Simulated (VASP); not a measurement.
An input for Quantum ESPRESSO's pw.x (written as the equivalent of a VASP run, and not itself run):

```
&CONTROL
  calculation = 'vc-relax'
  pseudo_dir = './pseudo'
  outdir = './out'
  tprnfor = .true.
  tstress = .true.
  nstep = 40
  forc_conv_thr = 0.00078
/
&SYSTEM
  ibrav = 0
  nat = 2
  ntyp = 1
  ecutwfc = 96
  occupations = 'smearing'
  smearing = 'methfessel-paxton'
  degauss = 0.00735
  input_dft = 'pz'
  nspin = 2
  starting_magnetization(1) = 0.15
/
&ELECTRONS
  conv_thr = 7.3e-08
  electron_maxstep = 100
/
&IONS
/
&CELL
  press = 200
/
ATOMIC_SPECIES
  Co 58.933 Co.upf
CELL_PARAMETERS angstrom
     1.1996457   -2.0778475    0.0000000
     1.1996457    2.0778475    0.0000000
     0.0000000    0.0000000    3.8678314
ATOMIC_POSITIONS crystal
  Co   0.3333330  0.6666670  0.2500000
  Co   0.6666670  0.3333330  0.7500000
K_POINTS automatic
  17 17 10 0 0 0
```

Question: Translate this input to VASP (INCAR, KPOINTS, POSCAR, choice of POTCAR).

Answer: One answer among several that fit: 
**KPOINTS**
```
Automatic
0
G
  17 17 10
0 0 0
```

POSCAR:
```
Co
1.0
  1.1996456902  -2.0778474988   0.0000000000
  1.1996456902   2.0778474988   0.0000000000
  0.0000000000   0.0000000000   3.8678313682
Co
2
Cart
  1.1996456902   0.6926172182   0.9669578421
  1.1996456902  -0.6926172182   2.9008735261
```

INCAR:
```
PREC=Accurate
LASPH=.TRUE.
ISIF=3
LORBIT=10
ISMEAR=1   ! Methfessel-Paxton
SIGMA=0.1   ! width (eV)
IBRION=2   ! conjugate gradients
LCHARG=.FALSE.
LMAXMIX=4
NELM=100   ! most electronic steps
LREAL=.FALSE.
ALGO=Normal   ! blocked Davidson
EDIFFG=-0.02   ! ionic stop
EDIFF=1E-6   ! SCF stop (eV)
MAGMOM=2*1.5
ENCUT=500   ! plane-wave cut-off (eV)
ISPIN=2
LWAVE=.FALSE.
PSTRESS=200   ! kbar
SYSTEM=Co
NSW=40   ! most ionic steps
```

POTCAR, in this order: Co (LDA.64 set). Program: vasp_std.

What does not carry over: the potentials are each code's own (VASP's PAW set, PseudoDojo norm-conserving files in pw.x), so ENCUT and ecutwfc are chosen apart and not converted; conv_thr bounds pw.x's estimated SCF error, while EDIFF bounds the energy change between steps; starting_magnetization is a fraction of the valence charge and MAGMOM a moment in μB, so they match only roughly; forc_conv_thr acts on force components and is met together with etot_conv_thr.

The compound is Co in the hcp structure. This run relaxes it under an external pressure of 20 GPa. Symmetry was kept, so distortions that lower it aren't found.
